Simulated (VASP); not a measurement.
```
Al
1.0
    4.55735     0.00000     0.00000
   -2.27867     3.94678     0.00000
    0.00000     0.00000     2.80019
Al
3
Cartesian
 -2.27867   3.94678   0.00000
  0.00000   2.63119   1.40009
  2.27868   1.31559   1.40009
```

All values below come from PBEsol GGA, VASP's PBE PAW potentials (set 64) (plane waves; VASP). Numerical set-up: 400 eV cut-off, 9×9×12 Γ-centred mesh, tetrahedra with Blöchl corrections, potentials Al.

The cores are frozen, which limits the accuracy of field gradients.

### Question
Give the principal components of the electric field gradient (V/Å²) and the asymmetry η at each nucleus.

### Answer

```
atom   Vxx   Vyy   Vzz     η
----  ----  ----  ----  ----
Al1    3.4   3.4  -6.8  0.00
Al2   -4.2  -4.2   8.4  0.00
Al3   -4.2  -4.2   8.4  0.00
```

The structure was generated: Al was put into the omega type (P6/mmm), which need not be its known phase. It was relaxed first.
